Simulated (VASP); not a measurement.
Wanted: the native input for a VASP 6.6.1 run.

```yaml
Task: work function
Functional: PBE
Potentials_or_basis: VASP PAW PBE potentials, release 64 (As)
Cutoff: 520 eV
k_mesh: 12 × 12 × 1
Occupations: gaussian, width 0.03 eV
Spin: non-collinear spin, zero start, spin-orbit coupling
Starting_moments: "[[0.0, 0.0, 0.0], [0.0, 0.0, 0.0]] μB"
Dipole_correction: yes
Further_INCAR_settings: ALGO = Normal; EDIFF = 1e-06
```

The structure of As lies in POSCAR:

```
As                                      
1.0
    3.5733595620      0.0000000000      0.0000000000
   -1.7866797810      3.0946201540      0.0000000000
    0.0000000000      0.0000000000     17.4000000000
  As            
     2
Direct
     0.3333330000000032    0.6666669999999968    0.4596553888207942
     0.6666669999999968    0.3333330000000032    0.5403446111792058
```

The cell was built by a generator and needn't be a form met in nature.

One way to write it, as run:

INCAR

```
SYSTEM = As
PREC = Accurate
ENCUT = 520
EDIFF = 1E-6
ISMEAR = 0
SIGMA = 0.03
LREAL = .FALSE.
LASPH = .TRUE.
NELM = 100
ALGO = Normal
ISIF = 2
LWAVE = .FALSE.
LCHARG = .TRUE.
LNONCOLLINEAR = .TRUE.
MAGMOM = 0 0 0 0 0 0
LORBIT = 11
LSORBIT = .TRUE.
GGA_COMPAT = .FALSE.
LDIPOL = .TRUE.
IDIPOL = 3
DIPOL = 0.5 0.5 0.500
GGA = PE
LVHAR = .TRUE.
LVACPOTAV = .TRUE.
```

KPOINTS

```
Automatic mesh
0
G
  12 12 1
  0 0 0
```

Potentials or basis: VASP PAW PBE potentials, release 64 (As).

Command:

```bash
$ cat potpaw_PBE.64/As/POTCAR > POTCAR
$ mpirun -np 1 vasp_ncl > vasp.out
```

Results of the run:

* Largest force: 0.035 eV/Å
* Net moment: 0.00 μB per cell
* Valence electrons inside the program's atomic spheres: As 2.71
* Work function of the upper face: 4.97 eV
* Work function of the lower face: 4.97 eV

Wall time 2.6 min on 1 thread of Intel(R) Xeon(R) 6975P-C (Granite Rapids) (shared host), peak memory 0.79 GiB.
